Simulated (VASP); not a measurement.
Level of theory: PBE GGA, VASP's PBE PAW potentials (set 64) (plane waves; VASP 6.6.1).

A VASP calculation is set up with these files.

KPOINTS:
```
Automatic mesh
0
Gamma
5 5 7
0 0 0
```

**INCAR**
```
! general
SYSTEM=MgH2
PREC  =Accurate
ENCUT =300
LREAL =.False.
LASPH =.True.

! electronic loop
EDIFF =1E-6
NELM  =100
ALGO  =Normal

! smearing
ISMEAR=-1
SIGMA =0.01

! functional
GGA   =PE

! ions
ISIF  =2

! output
LWAVE =.False.
LCHARG=.False.
```

### KPOINTS_OPT
```
k-points along high-symmetry lines
6
Line-mode
Reciprocal
  0.000000   0.000000   0.000000 ! GAMMA
  0.000000   0.500000   0.000000 ! X

  0.000000   0.500000   0.000000 ! X
  0.500000   0.500000   0.000000 ! M

  0.500000   0.500000   0.000000 ! M
  0.000000   0.000000   0.000000 ! GAMMA

  0.000000   0.000000   0.000000 ! GAMMA
  0.000000   0.000000   0.500000 ! Z

  0.000000   0.000000   0.500000 ! Z
  0.000000   0.500000   0.500000 ! R

  0.000000   0.500000   0.500000 ! R
  0.500000   0.500000   0.500000 ! A

  0.500000   0.500000   0.500000 ! A
  0.000000   0.000000   0.500000 ! Z

  0.000000   0.500000   0.000000 ! X
  0.000000   0.500000   0.500000 ! R

  0.500000   0.500000   0.000000 ! M
  0.500000   0.500000   0.500000 ! A
```

File POSCAR:
```
MgH2
1
    4.5200000000     0.0000000000     0.0000000000
    0.0000000000     4.5200000000     0.0000000000
    0.0000000000     0.0000000000     3.0200000000
Mg H
2 4
Direct
  0.0000000000   0.0000000000   0.0000000000
  0.5000000000   0.5000000000   0.5000000000
  0.3040000000   0.3040000000   0.0000000000
  0.8040000000   0.1960000000   0.5000000000
  0.1960000000   0.8040000000   0.5000000000
  0.6960000000   0.6960000000   0.0000000000
```

POTCAR, in this order: Mg H (PBE.64 set). Program: vasp_std.

**Question.** What will the output report for the number of irreducible k-points (NKPTS), largest plane-wave count, number of space-group operations, FFT grid (NGX, NGY, NGZ)?

**Answer.** 
```yaml
number of irreducible k-points (NKPTS): 24
largest_plane_wave_count: 742
number_of_space_group_operations: 16
FFT grid (NGX, NGY, NGZ): 28 × 28 × 18
```

The structure is a typed MgH2 crystal (P4_2/mnm). The cell was not relaxed at this level.
